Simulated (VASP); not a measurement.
Consider the following.

```xyz
6
Lattice="4.5177 0.0000 0.0000 0.0000 4.5177 0.0000 0.0000 0.0000 4.5177" Properties=species:S:1:pos:R:3 pbc="T T T"
Ag     3.3883     1.1294     3.3883
Ag     1.1294     3.3883     3.3883
Ag     3.3883     3.3883     1.1294
Ag     1.1294     1.1294     1.1294
O      0.0000     0.0000     0.0000
O      2.2588     2.2588     2.2588
```

Computed with LDA (Ceperley-Alder, Perdew-Zunger), VASP's LDA PAW potentials (set 64) (plane waves; VASP 6.6.1). Numerical set-up: 620 eV cut-off, 5×5×5 Γ-centred mesh, Gaussian smearing of 0.050 eV, potentials Ag O.

Task: What does the run give for the energy per atom (σ→0), pressure, band gap (on the k-mesh) with the smallest direct gap where there is one?

Result: 
```yaml
band gap (on the k-mesh): 0.29 eV
smallest direct gap (on the k-mesh): 0.29 eV
energy per atom (σ→0): -4.410 eV/atom
pressure: 9.95 GPa
```

The compound is Ag2O in the cuprite structure. It was relaxed first under an external pressure of 10 GPa.
